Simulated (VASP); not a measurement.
Wanted: the native input for a VASP 6.6.1 run.

- Task: relaxation of cell and atoms
- Functional: PBE
- Potentials or basis: VASP PAW PBE potentials, release 64 (Al, N)
- Cutoff: 600 eV
- k mesh: 12 × 12 × 6
- Occupations: gaussian, width 0.03 eV
- Spin: no spin polarisation
- Further INCAR settings: ALGO = Normal; EDIFF = 1e-07; IBRION = 2; EDIFFG = -0.005; NSW = 90; ISIF = 3

The structure of AlN lies in POSCAR:

```
AlN                                     
1.0
    3.1273442140      0.0000000000     -0.0000000000
   -1.5636721070      2.7083595337      0.0000000000
    0.0000000000      0.0000000000      5.0175425438
  Al              N             
     2     2
Direct
     0.3333333300000021    0.6666666699999979    0.9993379583183640
     0.6666666699999979    0.3333333300000021    0.4993379583183640
     0.3333333300000021    0.6666666699999979    0.3806620416816386
     0.6666666699999979    0.3333333300000021    0.8806620416816385
```

These files were run (other wordings do the same):

INCAR

```
ALGO = Normal ; EDIFF = 1E-7
EDIFFG = -0.005 ; ENCUT = 600
GGA = PE ; IBRION = 2
ISIF = 3 ; ISMEAR = 0
KPAR = 2 ; LASPH = T
LCHARG = F ; LREAL = F
LWAVE = F ; NELM = 80
NSW = 90 ; PREC = Accurate
SIGMA = 0.03
```

KPOINTS

```
k-points
0
Gamma
  12 12 6
```

Potentials or basis: VASP PAW PBE potentials, release 64 (Al, N).

The run is started by

```console
$ cat potpaw_PBE.64/Al/POTCAR potpaw_PBE.64/N/POTCAR > POTCAR
$ mpirun -np 2 vasp_std > vasp.out
```

It gave:

```yaml
Energy_gained_by_relaxing: 0.0 meV/atom
Ionic_steps: 2
Pressure_after_relaxing: 0.0 GPa
Largest_force_after_relaxing: 0.005 eV/Å
Band_gap_on_the_k_mesh: 4.06 eV, direct
```

It took 14 s on 2 MPI ranks on Intel(R) Xeon(R) 6975P-C (Granite Rapids), on a shared host, peak memory 0.19 GiB a rank.
